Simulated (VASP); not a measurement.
```
TiS2
1.0
    1.69478    -2.93545     0.00000
    1.69478     2.93545     0.00000
    0.00000     0.00000     5.70532
Ti S
1 2
Direct
  0.00000   0.00000   0.00000
  0.33333   0.66667   0.24971
  0.66667   0.33333   0.75029
```

These are PBE GGA with D3 dispersion (zero damping), VASP's PBE PAW potentials (set 64) (plane waves; VASP 6.6.1) values and carry that method's errors. Numerical set-up: 520 eV cut-off, 12×12×6 Γ-centred mesh, tetrahedra with Blöchl corrections, potentials Ti_sv S.

The cores are frozen, which limits the accuracy of field gradients.

**Question.** Give the principal components of the electric field gradient (V/Å²) and the asymmetry η at each nucleus.

**Answer.** 
| atom | Vxx | Vyy | Vzz | η |
|---|---|---|---|---|
| Ti1 | 10.1 | 10.1 | -20.2 | 0.00 |
| S2 | 5.4 | 5.4 | -10.8 | 0.00 |
| S3 | 5.4 | 5.4 | -10.8 | 0.00 |

The compound is TiS2 in the 1T layered structure. It was relaxed first.
